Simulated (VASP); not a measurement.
# AlHg (F-43m) in VASP: a series of runs

One crystal, AlHg, is run at these levels: BLYP+D3, BLYP+D3(BJ); tasks: relaxation of cell and atoms.

Everything below comes from runs of VASP 6.6.1. Logs are shortened: lines on timing, memory, paths and dates and some standing lists are left out, and cuts for length are marked.

## (1) The crystal as given

Symmetry: F-43m, No. 216, cubic system. Conventional cell: a = 6.137 Å, b = 6.137 Å, c = 6.137 Å, α = 90.00°, β = 90.00°, γ = 90.00°. Around Al (site symmetry -43m) lie 4 Hg at 2.66 Å. Around Hg (site symmetry -43m) lie 4 Al at 2.66 Å.

The cell was built by a generator and needn't be a form met in nature.

## (2) Relaxation of cell and atoms, BLYP+D3

The input, INCAR:

```
AGGAC = 1.0
AGGAX = 1.0
ALDAC = 0.0
ALDAX = 1.0
ALGO = Fast
EDIFF = 1E-7
EDIFFG = -0.01
ENCUT = 600
GGA = B5
IBRION = 2
ISIF = 3
ISMEAR = -1
IVDW = 11
LASPH = T
LCHARG = F
LREAL = F
LWAVE = F
NELM = 60
NSW = 60
PREC = Accurate
SIGMA = 0.05
VDW_S6 = 1.0
VDW_S8 = 1.682
VDW_SR = 1.094
VDW_SR8 = 1.0
```

The input, KPOINTS:

```
k-points
0
Gamma
  8 8 8
```

The input, POSCAR:

```
AlHg
1.0
    0.0000000000      3.0685300000      3.0685300000
    3.0685300000      0.0000000000      3.0685300000
    3.0685300000      3.0685300000      0.0000000000
Al Hg
1 1
Direct
    0.0000000000      0.0000000000      0.0000000000
    0.7500000000      0.7500000000      0.7500000000
```

Potentials or basis: VASP PAW PBE potentials, release 64 (Al, Hg).

Launch:

```console
> cat potpaw_PBE.64/Al/POTCAR potpaw_PBE.64/Hg/POTCAR > POTCAR
> mpirun -np 1 vasp_std > vasp.out
```

OUTCAR:

```text
EDIFF = 1E-7
   EDIFFG = -0.01
   ENCUT = 600
   GGA = B5
   IBRION = 2
   ISIF = 3
   ISMEAR = -1
   IVDW = 11
   LASPH = T
   LREAL = F
   NELM = 60
   NSW = 60
   PREC = Accurate
 IVDW          = 11

 ion  position               nearest neighbor table
   1  0.000  0.000  0.000-   2 2.66   2 2.66   2 2.66   2 2.66
   2  0.750  0.750  0.750-   1 2.66   1 2.66   1 2.66   1 2.66

  LATTYP: Found a face centered cubic cell.
 ALAT       =     6.1370600000

  Lattice vectors:

 A1 = (   0.0000000000,   3.0685300000,   3.0685300000)
 A2 = (   3.0685300000,   0.0000000000,   3.0685300000)
 A3 = (   3.0685300000,   3.0685300000,   0.0000000000)

Analysis of symmetry for initial positions (statically):
=====================================================================
 Subroutine PRICEL returns:
 Original cell was already a primitive cell.

 Routine SETGRP: Setting up the symmetry group for a
 face centered cubic supercell.

 Subroutine GETGRP returns: Found 24 space group operations
 (whereof 24 operations were pure point group operations)
 out of a pool of 48 trial point group operations.

The static configuration has the point symmetry T_d .

Analysis of symmetry for dynamics (positions and initial velocities):
=====================================================================
 Subroutine PRICEL returns:
 Original cell was already a primitive cell.

 Routine SETGRP: Setting up the symmetry group for a
 face centered cubic supercell.

 Subroutine GETGRP returns: Found 24 space group operations
 (whereof 24 operations were pure point group operations)
 out of a pool of 48 trial point group operations.

The dynamic configuration has the point symmetry T_d .

 Subroutine INISYM returns: Found 24 space group operations
 (whereof 24 operations are pure point group operations),
 and found     1 'primitive' translations

----------------------------------------------------------------------------------------

                                     Primitive cell

  volume of cell :      57.7858

  direct lattice vectors                    reciprocal lattice vectors
     0.000000000  3.068530000  3.068530000    -0.162944472  0.162944472  0.162944472
     3.068530000  0.000000000  3.068530000     0.162944472 -0.162944472  0.162944472
     3.068530000  3.068530000  0.000000000     0.162944472  0.162944472 -0.162944472

  length of vectors
     4.339556743  4.339556743  4.339556743     0.282228104  0.282228104  0.282228104

  position of ions in fractional coordinates (direct lattice)
     0.000000000  0.000000000  0.000000000
     0.750000000  0.750000000  0.750000000

  ion indices of the primitive-cell ions
   primitive index   ion index
                 1           1
                 2           2

----------------------------------------------------------------------------------------

 KPOINTS: k-points

Automatic generation of k-mesh.
 Grid dimensions read from file:
 generate k-points for:    8    8    8

 Generating k-lattice:

  Cartesian coordinates                     Fractional coordinates (reciprocal lattice)
    -0.020368059  0.020368059  0.020368059     0.125000000  0.000000000  0.000000000
     0.020368059 -0.020368059  0.020368059     0.000000000  0.125000000  0.000000000
     0.020368059  0.020368059 -0.020368059     0.000000000  0.000000000  0.125000000

  Length of vectors
     0.035278513  0.035278513  0.035278513

  Shift w.r.t. Gamma in fractional coordinates (k-lattice)
     0.000000000  0.000000000  0.000000000

 Subroutine IBZKPT returns following result:
 ===========================================

 Found     29 irreducible k-points:

 Following reciprocal coordinates:
            Coordinates               Weight
  0.000000  0.000000  0.000000      1.000000
  0.125000  0.000000  0.000000      8.000000
  0.250000  0.000000  0.000000      8.000000
  0.375000  0.000000  0.000000      8.000000
  0.500000  0.000000  0.000000      4.000000
  0.125000  0.125000  0.000000      6.000000
[... 16 lines left out ...]
  0.500000  0.250000  0.125000     48.000000
 -0.375000  0.250000  0.125000     24.000000
 [... further k-points ...]
   k-points           NKPTS =     29   k-points in BZ     NKDIM =     29   number of bands    NBANDS=     11
   number of dos      NEDOS =    301   number of ions     NIONS =      2
   total plane-waves  NPLWV =  46656
   dimension x,y,z NGX =    36 NGY =   36 NGZ =   36
   dimension x,y,z NGXF=    72 NGYF=   72 NGZF=   72
   ions per type =               1   1
   NGX,Y,Z   is equivalent  to a cutoff of  13.79, 13.79, 13.79 a.u.
   NGXF,Y,Z  is equivalent  to a cutoff of  27.58, 27.58, 27.58 a.u.
 SYSTEM =  unknown system
   PREC   = accura    normal or accurate (medium, high low for compatibility)
   ISTART =      0    job   : 0-new  1-cont  2-samecut
   ICHARG =      2    charge: 1-file 2-atom 10-const
   ISPIN  =      1    spin polarized calculation?
   LNONCOLLINEAR =      F non collinear calculations
   LSORBIT =      F    spin-orbit coupling
   LASPH  =      T    aspherical Exc in radial PAW
   ENCUT  =  600.0 eV  44.10 Ry    6.64 a.u.   8.67  8.67  8.67*2*pi/ulx,y,z
   NELM   =     60;   NELMIN=  2; NELMDL= -5     # of ELM steps
   EDIFF  = 0.1E-06   stopping-criterion for ELM
   LREAL  =      F    real-space projection
   EDIFFG = -.1E-01   stopping-criterion for IOM
   NSW    =     60    number of steps for IOM
   IBRION =      2    ionic relax: 0-MD 1-quasi-New 2-CG
   NFREE  =      1    steps in history (QN), initial steepest desc. (CG)
   ISIF   =      3    stress and relaxation
   ISYM   =      2    0-nonsym 1-usesym 2-fastsym
   POTIM  = 0.5000    time-step for ionic-motion
   TEBEG  =    0.0;   TEEND  =   0.0 temperature during run
   PSTRESS=    0.0 pullay stress
   NELECT =      15.0000    total number of electrons
   NUPDOWN=      -1.0000    fix difference up-down
   EMIN   =  10.00;   EMAX   =-10.00  energy-range for DOS
   EFERMI =   0.00;   METHOD = LEGACY
   ISMEAR =    -1;   SIGMA  =   0.05  broadening in eV -4-tet -1-fermi 0-gaus
   EFERMI_NEDOS =   21; number of points for ismear=-14 and -15
   IALGO  =     68    algorithm
   IMIX   =      4    mixing-type and parameters
     AMIX     =   0.40;   BMIX     =  1.00
     AMIX_MAG =   1.60;   BMIX_MAG =  1.00
  volume/ion in A,a.u.               =      28.89       194.98
  Fermi-wavevector in a.u.,A,eV,Ry     =   1.044315  1.973469 14.838432  1.090594
  Thomas-Fermi vector in A             =   2.179062
   LORBIT       =      0    0 simple, 1 ext, 2 COOP (PROOUT), +10 PAW based schemes
   GGA     = B5    functional components
   LHFCALC =     F    Hartree Fock is set to
   AEXX    =    0.0000 exact exchange contribution
   IVDW    =    11    specifies the selected vdW correction
   LEPSILON=     F    determine dielectric tensor
   LRPA    =     F    only Hartree local field effects (RPA)
 conjugate gradient relaxation of ions
 non-spin polarized calculation
 RMM-DIIS sequential band-by-band and
  energy-cutoff  :      600.00
  volume of cell :       57.79
 maximum number of plane-waves:      1964
   NGX = 17   NGY = 17   NGZ = 17

--------------------------------------- Ionic step        1  -------------------------------------------

 number of electron      14.9999999 magnetization

 Free energy of the ion-electron system (eV)
  ---------------------------------------------------
  ext. energy  EPLUGINS =         0.00000000
  ---------------------------------------------------
  free energy    TOTEN  =        -2.06179069 eV

  energy without entropy =       -2.05512904  energy(sigma->0) =       -2.05845987

------------------------ aborting loop because EDIFF is reached ----------------------------------------

 Edisp (eV)   -0.96970

 E8    (eV) :    -0.6875

  FORCE on cell =-STRESS in cart. coord.  units (eV):
  Direction    XX          YY          ZZ          XY          YZ          ZX
  --------------------------------------------------------------------------------------
  -------------------------------------------------------------------------------------
  Total      -0.61394    -0.61394    -0.61394     0.00000     0.00000    -0.00000
  in kB     -17.02232   -17.02232   -17.02232     0.00000     0.00000    -0.00000
  external pressure =      -17.02 kB  Pullay stress =        0.00 kB

 VOLUME and BASIS-vectors are now :
 -----------------------------------------------------------------------------
  energy-cutoff  :      600.00
  volume of cell :       57.79
      direct lattice vectors                 reciprocal lattice vectors
     0.000000000  3.068530000  3.068530000    -0.162944472  0.162944472  0.162944472
     3.068530000  0.000000000  3.068530000     0.162944472 -0.162944472  0.162944472
     3.068530000  3.068530000  0.000000000     0.162944472  0.162944472 -0.162944472
[... 41 lines left out ...]
 POSITION                                       TOTAL-FORCE (eV/Angst)
 -----------------------------------------------------------------------------------
      6.04618      6.04618      6.04618         0.000000      0.000000      0.000000
      4.53463      4.53463      4.53463        -0.000000     -0.000000     -0.000000
 -----------------------------------------------------------------------------------
    total drift:                                0.000000      0.000000      0.000000

  FREE ENERGIE OF THE ION-ELECTRON SYSTEM (eV)
  ---------------------------------------------------
  free  energy   TOTEN  =        -3.0478690677 eV

  energy  without entropy=       -3.0412421908  energy(sigma->0) =       -3.04455563

--------------------------------------- Ionic step        3  -------------------------------------------

 number of electron      15.0000002 magnetization

 Free energy of the ion-electron system (eV)
  ---------------------------------------------------
  ext. energy  EPLUGINS =         0.00000000
  ---------------------------------------------------
  free energy    TOTEN  =        -1.99302263 eV

  energy without entropy =       -1.98631041  energy(sigma->0) =       -1.98966652

 E-fermi :   3.1592     XC(G=0):  -8.3893

 val. band max:        3.0519368416   @ k =   0.2500   0.2500   0.0000
 cond. band min:       3.2209326410   @ k =   0.5000   0.5000   0.0000
 fundamental gap:      0.1689957994
 Fermi energy:         3.1591610149

 k-point     1 :       0.0000    0.0000    0.0000
  band No.  band energies     occupation
      1      -5.6044      2.00000
      2      -4.8063      2.00000
      3      -4.8063      2.00000
      4      -4.8063      2.00000
      5      -4.4203      2.00000
      6      -4.4203      2.00000
      7       7.1029      0.00000
      8       7.1029      0.00000
      9       7.1029      0.00000
     10       8.0589      0.00000
     11       8.2300      0.00000

 k-point     2 :       0.1250    0.0000    0.0000
  band No.  band energies     occupation
      1      -5.4674      2.00000
      2      -4.7851      2.00000
      3      -4.7851      2.00000
      4      -4.7589      2.00000
      5      -4.4216      2.00000
      6      -4.4216      2.00000
      7       4.9646      0.00000
      8       6.5801      0.00000
      9       6.5801      0.00000
     10       7.8893      0.00000
     11       8.7922      0.00000
[... 295 lines left out ...]
 k-point    24 :      -0.3750    0.2500    0.1250
  band No.  band energies     occupation
      1      -5.1448      2.00000
      2      -4.6968      2.00000
      3      -4.6175      2.00000
      4      -4.4612      2.00000
      5      -4.3808      2.00000
      6      -2.5299      2.00000
      7      -0.3027      2.00000
      8       2.8395      1.99666
      9       4.1578      0.00000
     10       8.5932      0.00000
     11       8.9522      0.00000

 [... further k-points ...]

------------------------ aborting loop because EDIFF is reached ----------------------------------------

 Edisp (eV)   -1.05527

 E8    (eV) :    -0.7569

  FORCE on cell =-STRESS in cart. coord.  units (eV):
  Direction    XX          YY          ZZ          XY          YZ          ZX
  --------------------------------------------------------------------------------------
  -------------------------------------------------------------------------------------
  Total      -0.00374    -0.00374    -0.00374     0.00000     0.00000    -0.00000
  in kB      -0.10933    -0.10933    -0.10933     0.00000     0.00000    -0.00000
  external pressure =       -0.11 kB  Pullay stress =        0.00 kB

 VOLUME and BASIS-vectors are now :
 -----------------------------------------------------------------------------
  energy-cutoff  :      600.00
  volume of cell :       54.82
      direct lattice vectors                 reciprocal lattice vectors
     0.000000000  3.015150208  3.015150208    -0.165829218  0.165829218  0.165829218
     3.015150208  0.000000000  3.015150208     0.165829218 -0.165829218  0.165829218
     3.015150208  3.015150208  0.000000000     0.165829218  0.165829218 -0.165829218

 POSITION                                       TOTAL-FORCE (eV/Angst)
 -----------------------------------------------------------------------------------
      0.00000      0.00000      0.00000         0.000000      0.000000      0.000000
      4.52273      4.52273      4.52273        -0.000000     -0.000000     -0.000000
 -----------------------------------------------------------------------------------
    total drift:                                0.000000      0.000000      0.000000

  FREE ENERGIE OF THE ION-ELECTRON SYSTEM (eV)
  ---------------------------------------------------
  free  energy   TOTEN  =        -3.0482947082 eV

  energy  without entropy=       -3.0415824788  energy(sigma->0) =       -3.04493859

 reached required accuracy - stopping structural energy minimisation
```

Wall time 52 s (1 thread of Intel Xeon 6975P-C (Granite Rapids), shared host); peak memory 0.23 GiB.

What came out:

```
Free energy                            : -3.0483 eV
Relaxed volume                         : 27.41 Å³/atom
Relaxed cell                           : a = 4.264 Å, b = 4.264 Å, c = 4.264 Å, α = 60.00°, β = 60.00°, γ = 60.00°
Space group after relaxing (to 0.05 Å) : F-43m (No. 216)
Energy gained by relaxing              : 8.4 meV/atom
Ionic steps                            : 3
Pressure after relaxing                : 0.0 GPa
Band gap on the k mesh                 : none (metal or under the smearing width)
Dispersion energy per atom             : -0.528 eV
```

Step by step:
| step | energy change (eV) | largest force (eV/Å) | pressure (GPa) | volume (Å³) |
| --- | --- | --- | --- | --- |
| 1 | 0.0000 | 0.0000 | -1.70 | 57.79 |
| 2 | -0.0164 | 0.0000 | -0.30 | 55.26 |
| 3 | -0.0168 | 0.0000 | -0.01 | 54.82 |

Final structure:
```cif
data_structure
_symmetry_space_group_name_H-M 'P 1'
_symmetry_Int_Tables_number 1
_cell_length_a 4.2641
_cell_length_b 4.2641
_cell_length_c 4.2641
_cell_angle_alpha 60.000
_cell_angle_beta 60.000
_cell_angle_gamma 60.000
_cell_volume 54.82
loop_
_atom_site_label
_atom_site_type_symbol
_atom_site_fract_x
_atom_site_fract_y
_atom_site_fract_z
_atom_site_occupancy
Al1 Al 0.00000 0.00000 0.00000 1
Hg1 Hg 0.75000 0.75000 0.75000 1
```

Levels at points of the mesh, in eV from the Fermi level:
```tsv
k point	band 3	band 4	band 5	band 6	band 7	band 8	band 9	band 10	band 11
(0.00, 0.00, 0.00)	-7.97	-7.97	-7.58	-7.58	3.94	3.94	3.94	4.90	5.07
(0.50, 0.00, 0.00)	-7.87	-7.53	-7.53	-6.00	-3.88	2.07	2.07	4.03	6.19
(0.50, 0.50, 0.00)	-7.65	-7.65	-7.46	-5.01	-3.94	0.06	0.06	3.37	3.98
```

Caveat: the PAW data sets were made with another functional, which shifts forces and pressure a little; pairwise dispersion overbinds metals, which lowers pressure and volume. The run has no spin-orbit coupling, so splittings on Hg are missing.

## (3) Relaxation of cell and atoms, BLYP+D3(BJ)

INCAR, as its differences from that of step 2:

```diff
@@ -12,3 +12,3 @@
 ISMEAR = -1
-IVDW = 11
+IVDW = 12
 LASPH = T
@@ -21,5 +21,5 @@
 SIGMA = 0.05
+VDW_A1 = 0.4298
+VDW_A2 = 4.2359
 VDW_S6 = 1.0
-VDW_S8 = 1.682
-VDW_SR = 1.094
-VDW_SR8 = 1.0
+VDW_S8 = 2.6996
```

KPOINTS is that of step 2.

POSCAR is that of step 2.

Potentials or basis: VASP PAW PBE potentials, release 64 (Al, Hg).

Launch:

```console
> cat potpaw_PBE.64/Al/POTCAR potpaw_PBE.64/Hg/POTCAR > POTCAR
> mpirun -np 1 vasp_std > vasp.out
```

Wall time 53 s (1 thread of Intel Xeon 6975P-C (Granite Rapids), shared host); peak memory 0.23 GiB.

Results (log left out):

```
Free energy                            : -3.3030 eV
Relaxed volume                         : 27.75 Å³/atom
Relaxed cell                           : a = 4.282 Å, b = 4.282 Å, c = 4.282 Å, α = 60.00°, β = 60.00°, γ = 60.00°
Space group after relaxing (to 0.05 Å) : F-43m (No. 216)
Energy gained by relaxing              : 5.0 meV/atom
Ionic steps                            : 3
Pressure after relaxing                : 0.0 GPa
Band gap on the k mesh                 : none (metal or under the smearing width)
Dispersion energy per atom             : -0.645 eV
```

Step by step:
```csv
step,energy change (eV),largest force (eV/Å),pressure (GPa),volume (Å³)
1,0.0000,0.0000,-1.35,57.79
2,-0.0099,0.0000,-0.18,55.77
3,-0.0101,0.0000,-0.01,55.50
```

Final structure:
```
Al Hg
1.0
     0.00000    3.02757    3.02757
     3.02757    0.00000    3.02757
     3.02757    3.02757    0.00000
Al Hg
1 1
Direct
  0.00000 0.00000 0.00000
  0.75000 0.75000 0.75000
```

Levels at points of the mesh, in eV from the Fermi level:
| k point | band 4 | band 5 | band 6 | band 7 | band 8 | band 9 | band 10 | band 11 |
| --- | --- | --- | --- | --- | --- | --- | --- | --- |
| (0.00, 0.00, 0.00) | -7.92 | -7.54 | -7.54 | 3.90 | 3.90 | 3.90 | 4.79 | 5.04 |
| (0.50, 0.00, 0.00) | -7.49 | -7.49 | -5.96 | -3.85 | 2.06 | 2.06 | 3.96 | 6.15 |
| (0.50, 0.50, 0.00) | -7.61 | -7.42 | -4.98 | -3.92 | 0.07 | 0.07 | 3.36 | 3.95 |

Caveat: the PAW data sets were made with another functional, which shifts forces and pressure a little; pairwise dispersion overbinds metals, which lowers pressure and volume.
